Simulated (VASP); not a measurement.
An input for Quantum ESPRESSO's pw.x (written as the equivalent of a VASP run, and not itself run):

```
&CONTROL
  calculation = 'vc-relax'
  pseudo_dir = './pseudo'
  outdir = './out'
  tprnfor = .true.
  tstress = .true.
  nstep = 60
  forc_conv_thr = 0.00039
/
&SYSTEM
  ibrav = 0
  nat = 1
  ntyp = 1
  ecutwfc = 68
  occupations = 'smearing'
  smearing = 'methfessel-paxton'
  degauss = 0.00735
  input_dft = 'pbe'
  vdw_corr = 'grimme-d3'
  dftd3_version = 3
  dftd3_threebody = .false.
/
&ELECTRONS
  conv_thr = 7.3e-08
  electron_maxstep = 100
/
&IONS
/
&CELL
/
ATOMIC_SPECIES
  Sr 87.620 Sr.upf
CELL_PARAMETERS angstrom
     0.0000000    3.0400000    3.0400000
     3.0400000    0.0000000    3.0400000
     3.0400000    3.0400000    0.0000000
ATOMIC_POSITIONS crystal
  Sr   0.0000000  0.0000000  0.0000000
K_POINTS automatic
  9 9 9 0 0 0
```

Q: Write the VASP files for the same calculation (PBE-D3 (zero damping)).

A: Several could match; the one computed here: 
**KPOINTS**
```
Automatic
0
Gamma
9 9 9
```

### INCAR
```
! general
SYSTEM  = Sr
PREC    = Accurate
ENCUT   = 520
LREAL   = .False.
LASPH   = .True.

! electronic loop
EDIFF   = 1E-6
NELM    = 100
ALGO    = Normal
LMAXMIX = 4

! smearing
ISMEAR  = 1
SIGMA   = 0.1

! functional
GGA     = PE
IVDW    = 11

! ions
IBRION  = 2
NSW     = 60
ISIF    = 3
EDIFFG  = -0.01

! output
LWAVE   = .False.
LCHARG  = .False.
```

File POSCAR:
```
Sr
1
    0.0000000000     3.0400000000     3.0400000000
    3.0400000000     0.0000000000     3.0400000000
    3.0400000000     3.0400000000     0.0000000000
Sr
1
Direct
  0.0000000000   0.0000000000   0.0000000000
```

POTCAR, in this order: Sr_sv (PBE.64 set). Program: vasp_std.

The two are equivalent in intent, not identical: the potentials are each code's own (VASP's PAW set, PseudoDojo norm-conserving files in pw.x), so ENCUT and ecutwfc are chosen apart and not converted; conv_thr bounds pw.x's estimated SCF error, while EDIFF bounds the energy change between steps; forc_conv_thr acts on force components and is met together with etot_conv_thr.

The compound is Sr in the fcc structure. This run relaxes it. Symmetry was kept, so distortions that lower it aren't found.
